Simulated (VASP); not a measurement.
Here is the system:

```
Hf
1.0
    1.59623    -2.76476     0.00000
    1.59623     2.76476     0.00000
    0.00000     0.00000     5.04250
Hf
2
Direct
  0.33333   0.66667   0.25000
  0.66667   0.33333   0.75000
```

The numbers are results of r2SCAN meta-GGA, VASP's PBE PAW potentials (set 64) (plane waves; VASP 6.6.1), not measurements. Numerical set-up: 520 eV cut-off, 15×15×8 Γ-centred mesh, tetrahedra with Blöchl corrections, potentials Hf_pv.

The job: Hf (hcp), 2 atoms, r2SCAN, static run, 520 eV, 15×15×8 Γ-centred mesh. Roughly how much core time does it take on a busy server core?

About 20 core-minutes (one run on a shared machine, a rough figure). It had 135 irreducible k-points, 14 bands, up to 1224 plane waves and 31 electronic steps.

The compound is Hf in the hcp structure. It was relaxed first.
